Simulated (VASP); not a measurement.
Consider the following.

```yaml
crystal:
  lattice:
    - [0.00000, 3.31601, 3.31601]
    - [3.31601, 0.00000, 3.31601]
    - [3.31601, 3.31601, 0.00000]
  atoms:
    - { symbol: Cd, position: [0.00000, 0.00000, 0.00000] }
    - { symbol: Te, position: [0.25000, 0.25000, 0.25000] }
```

All values below come from rev-vdW-DF2, VASP's PBE PAW potentials (set 64) (plane waves; VASP). Settings: 520 eV cut-off, 7×7×7 Γ-centred mesh, Gaussian smearing of 0.050 eV, potentials Cd Te.

**Question.** Give the stress tensor in GPa (positive for a compressed cell).

**Answer.** 
```
-1.05   0.00   0.00
 0.00  -1.05   0.00
 0.00   0.00  -1.05
```
The pressure is its mean diagonal, -1.05 GPa.

The compound is CdTe in the zinc blende structure. This cell is one point of a volume scan, at 1.03 of the reference volume.
